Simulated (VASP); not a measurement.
Here is the system:

```
HfNb3N4
1.0
    4.40586     0.00000     0.00000
    0.00000     4.40586     0.00000
    0.00000     0.00000     4.40586
Nb N Hf
3 4 1
Direct
  0.00000   0.00000   0.00000
  0.50000   0.50000   0.00000
  0.50000   0.00000   0.50000
  0.50000   0.50000   0.50000
  0.00000   0.00000   0.50000
  0.00000   0.50000   0.00000
  0.50000   0.00000   0.00000
  0.00000   0.50000   0.50000
```

Calculation: PBEsol GGA, VASP's PBE PAW potentials (set 64) (plane waves; VASP 6.6.1). Settings: 520 eV cut-off, 6×6×6 Γ-centred mesh, first-order Methfessel-Paxton smearing of 0.10 eV, potentials Nb_sv N Hf_pv.

Unless said otherwise, spin-orbit coupling is left out, though it shifts the bands of the heavy elements here.

Task: What does the run give for the energy per atom (σ→0), band gap (on the k-mesh) with the smallest direct gap where there is one?

Result: 
| Property | Value |
|---|---|
| band gap (on the k-mesh) | none (metal, semimetal or under 0.01 eV) |
| energy per atom (σ→0) | -11.085 eV/atom |

Only differences to runs with the same potentials and settings are physical.

The structure was generated: HfNb3N4 was put into an ordered model structure (Pm-3m), which need not be its known phase. It was relaxed first. The start is the result of an earlier pass. The electron count is odd and the run is not spin-polarised, which forces a metal.
